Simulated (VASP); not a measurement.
All values below come from PBE GGA with D3 dispersion (zero damping), VASP's PBE PAW potentials (set 64) (plane waves; VASP 6.6.1).

The input files of a VASP run:

INCAR:
```
SYSTEM = Cd
PREC = Accurate
ENCUT = 520
EDIFF = 1E-7
NELM = 100
ALGO = Normal
LREAL = .FALSE.
LASPH = .TRUE.
ISMEAR = 1
SIGMA = 0.1
GGA = PE
IVDW = 11
LMAXMIX = 4
LWAVE = .FALSE.
LCHARG = .FALSE.
ISIF = 4
IBRION = 2
NSW = 30
EDIFFG = -0.01
```

**KPOINTS**
```
Automatic mesh
0
Gamma
14 14 7
0 0 0
```

POSCAR:
```
Cd
1.0
  1.4663912195  -2.5398643906   0.0000000000
  1.4663912195   2.5398643906   0.0000000000
  0.0000000000   0.0000000000   5.5159462158
Cd
2
Cart
  1.4663912195   0.8466231568   1.3789865539
  1.4663912195  -0.8466231568   4.1369596618
```

POTCAR, in this order: Cd (PBE.64 set). Program: vasp_std.

Task: Estimate the energy per atom (σ→0), dispersion energy, band gap (on the k-mesh).

Result: 
```
Quantity                                                     Value
------------------------  ----------------------------------------
energy per atom (σ→0)                               -1.063 eV/atom
dispersion energy                                        -0.710 eV
band gap (on the k-mesh)  none (metal, semimetal or under 0.01 eV)
```

OSZICAR:
```
...
   7 F= -.21257778E+01 E0= -.21260016E+01  d E =-.135947E-01
       N       E                     dE             d eps       ncg     rms          rms(c)
DAV:   1    -0.141632516640E+01   -0.55951E-03   -0.18702E-02  3216   0.126E+00    0.978E-02
DAV:   2    -0.141606962808E+01    0.25554E-03   -0.15490E-04  3168   0.191E-01    0.565E-02
DAV:   3    -0.141594302409E+01    0.12660E-03   -0.21604E-04  3320   0.159E-01    0.169E-02
DAV:   4    -0.141594501289E+01   -0.19888E-05   -0.20113E-05  3320   0.639E-02    0.149E-02
DAV:   5    -0.141594496365E+01    0.49240E-07   -0.46960E-08  2224   0.372E-03
   8 F= -.21258071E+01 E0= -.21260112E+01  d E =-.136240E-01
```

The compound is Cd in the hcp structure. This cell is one point of a volume scan, at 0.94 of the reference volume. Symmetry was kept, so distortions that lower it aren't found.
